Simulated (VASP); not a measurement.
Output of a VASP run:

OSZICAR:
```
       N       E                     dE             d eps       ncg     rms          rms(c)
DAV:   1     0.181111910974E+03    0.18111E+03   -0.81483E+03  2250   0.125E+03
DAV:   2     0.697086338558E+01   -0.17414E+03   -0.16728E+03  2770   0.271E+02
DAV:   3    -0.360103659944E+02   -0.42981E+02   -0.41556E+02  3371   0.110E+02
DAV:   4    -0.402609517479E+02   -0.42506E+01   -0.39999E+01  4185   0.398E+01
DAV:   5    -0.405585023185E+02   -0.29755E+00   -0.28240E+00  3396   0.957E+00    0.253E+01
DAV:   6    -0.399453641753E+02    0.61314E+00   -0.74478E+00  3948   0.151E+01    0.757E+00
DAV:   7    -0.397267682233E+02    0.21860E+00   -0.49199E+00  3660   0.135E+01    0.100E+01
DAV:   8    -0.395338009332E+02    0.19297E+00   -0.88312E-01  3740   0.650E+00    0.600E-01
DAV:   9    -0.395332638698E+02    0.53706E-03   -0.12441E-01  3604   0.190E+00    0.356E-01
DAV:  10    -0.395319271938E+02    0.13367E-02   -0.10097E-02  3588   0.710E-01    0.228E-01
DAV:  11    -0.395319435969E+02   -0.16403E-04   -0.56952E-04  3756   0.197E-01    0.927E-02
DAV:  12    -0.395319153951E+02    0.28202E-04   -0.13749E-04  3708   0.768E-02    0.265E-02
DAV:  13    -0.395319145693E+02    0.82583E-06   -0.26706E-05  4300   0.357E-02    0.150E-02
DAV:  14    -0.395319145999E+02   -0.30664E-07   -0.10449E-06  1692   0.783E-03
   1 F= -.39531915E+02 E0= -.39527538E+02  d E =-.875416E-02
```

File OUTCAR:
```
------------------------ aborting loop because EDIFF is reached ----------------------------------------
  FORCE on cell =-STRESS in cart. coord.  units (eV):
  Direction    XX          YY          ZZ          XY          YZ          ZX
  --------------------------------------------------------------------------------------
  Total       -3.0377665     -3.0377665     -2.9903094      0.0000000      0.0000000      0.0000000
  in kB      -53.0995969    -53.0995969    -52.2700557      0.0000000      0.0000000      0.0000000
  external PRESSURE =     -52.8230831 kB  Pullay stress =       0.0000000 kB
  volume of cell :       91.66
      direct lattice vectors                 reciprocal lattice vectors
    -2.142935000  2.142935000  4.989945000     0.000000000  0.233324856  0.100201505
     2.142935000 -2.142935000  4.989945000     0.233324856  0.000000000  0.100201505
     2.142935000  2.142935000 -4.989945000     0.233324856  0.233324856  0.000000000
 POSITION                                       TOTAL-FORCE (eV/Angst)
 -----------------------------------------------------------------------------------
      0.00000      0.00000      9.96552        -0.000000     -0.000000     -0.063985
      0.00000      0.00000      4.18407         0.000000      0.000000      0.084935
      2.14294      0.00000      2.59896        -0.000000     -0.000000     -0.029500
      0.00000      2.14294      2.59896        -0.000000     -0.000000     -0.029500
      0.00000      0.00000      6.54032        -0.000000     -0.000000      0.038051
 -----------------------------------------------------------------------------------
    total drift:                               -0.000000     -0.000000      0.000055
  FREE ENERGIE OF THE ION-ELECTRON SYSTEM (eV)
  ---------------------------------------------------
  free  energy   TOTEN  =       -39.5319145999 eV

  energy  without entropy=      -39.5231604445  energy(sigma->0) =      -39.52753752
```
(Selected blocks of OUTCAR.)

POSCAR:
```
LaSi3Os
1
   -2.1429350000     2.1429350000     4.9899450000
    2.1429350000    -2.1429350000     4.9899450000
    2.1429350000     2.1429350000    -4.9899450000
La Si Os
1 3 1
Direct
  0.9985600000   0.9985600000   0.0000000000
  0.4192500000   0.4192500000   0.0000000000
  0.2604200000   0.7604200000   0.5000000000
  0.7604200000   0.2604200000   0.5000000000
  0.6553500000   0.6553500000   0.0000000000
```

**Question.** Write an INCAR and KPOINTS that could have produced this output.

**Answer.** This is not unique; one that fits is the input of the run itself, LDA (Ceperley-Alder, Perdew-Zunger), plane waves, VASP's LDA PAW potentials (set 64).

**INCAR**
```
EDIFF = 1E-6
SYSTEM = LaSi3Os
PREC = Accurate
LREAL = F
SIGMA = 0.1   # width (eV)
LCHARG = F
NELM = 100   # most electronic steps
LMAXMIX = 6   # l cut-off of mixed one-centre charges
ALGO = Normal   # blocked Davidson
ISIF = 2   # forces and stress, cell fixed
ISMEAR = 0
LWAVE = F
LASPH = T
ENCUT = 300
```

KPOINTS:
```
Automatic mesh
0
Gamma
8 8 8
0 0 0
```

POTCAR, in this order: La Si Os (LDA.64 set). Program: vasp_std.

At this cut-off the stress carries a Pulay error, which pulls relaxed volumes low.

The structure comes from a computed database's LaSi3Os entry; how it stands against other phases isn't given here. The cell was not relaxed at this level. The electron count is odd and the run is not spin-polarised, which forces a metal.
